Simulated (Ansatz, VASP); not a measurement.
One calculation of MgVOF2, two programs

The input INCAR:

```
SYSTEM = MgVOF2
ALGO = Normal
EDIFF = 1E-7
ENCUT = 520
GGA = PE
ISIF = 2
ISMEAR = -1
ISPIN = 2
LASPH = .True.
LCHARG = .False.
LMAXMIX = 4
LORBIT = 11
LREAL = .False.
LWAVE = .False.
MAGMOM = 2 0 0 0 0
NBANDS = 30
NELM = 120
PREC = Accurate
SIGMA = 0.05
```

The input KPOINTS:

```
k-points
0
Gamma
  7 7 8
  0 0 0
```

POSCAR

```
MgVOF2
1.0
    4.7390805230     -2.0479557351      0.0000000000
    4.7390805230      2.0479557351      0.0000000000
   -0.0635009019      0.0000000000      3.4027283429
V Mg F O
1 1 2 1
Direct
    0.9796331700      0.9796331700      0.0070732300
    0.6370641800      0.6370641800      0.5168424700
    0.1234130900      0.1234130900      0.5158499700
    0.8407057700      0.8407057700      0.4996860200
    0.5385158700      0.5385158700      0.0119623000
```

The input input.yaml:

```yaml
crystal:
  lattice:
    - [4.739080523, -2.0479557351, 0.0]
    - [4.739080523, 2.0479557351, 0.0]
    - [-0.0635009019, 0.0, 3.4027283429]
  atoms:
    - { symbol: V, position: [0.97963317, 0.97963317, 0.00707323], spin: 2.0 }
    - { symbol: Mg, position: [0.63706418, 0.63706418, 0.51684247] }
    - { symbol: F, position: [0.12341309, 0.12341309, 0.51584997] }
    - { symbol: F, position: [0.84070577, 0.84070577, 0.49968602] }
    - { symbol: O, position: [0.53851587, 0.53851587, 0.0119623] }
hamiltonian:
  xc: pbe
  pseudopotentials: { kind: paw }
magnetization:
  spin_polarized: true
kpoints:
  mp_grid: { grid: [7, 7, 8] }
scf:
  occupations: { method: fermi_dirac, width: 0.05 }
output:
  forces: true
  stress: true
  eigenvalues: true
```

Change from the starting cell: volume scaled by 0.96.

Alike in both runs: task single point; functional PBE; k mesh 7 × 7 × 8; occupations fermi-dirac, width 0.05 eV; collinear spin, ferromagnetic start.

```csv
,VASP,Ansatz
version,VASP 6.6.1,Ansatz 0.2.0
potentials or method,"VASP PAW PBE potentials, release 64 (V_sv, Mg, F, O)",Ansatz PAW
plane-wave cutoff (eV),520,420
valence electrons in the cell,35,43
```

|  | VASP | Ansatz | Ansatz less VASP |
| --- | --- | --- | --- |
| gap on the k mesh at the Fermi level (eV) | none | none | - |
| pressure (GPa) | 1.3 | 1.5 | +0.16 |
| largest component of the traceless stress (GPa) | 1.23 | 1.11 | -0.117 |
| rms of the force components (eV/Å) | 0.110 | 0.124 | +0.0131 |
| net moment per atom (μB) | 0.60 | 0.60 | 0.000 |
| size of the moment on the site where the two differ most (μB) | 2.65 | 2.23 | -0.416 |

Site moments also hang on the region over which each program counts them. Atom by atom the forces differ by 0.016 eV/Å (rms over components). A gap of «none» marks a metal or a gap that the smearing closes. The two sets of potentials don't hold the same shells in valence.

Caveats: semilocal functionals often make such compounds metallic where correlation or magnetic order opens a gap, which also shifts bond lengths; the pressure holds a Pulay correction of +0.6 GPa for the finite cutoff (Ansatz).
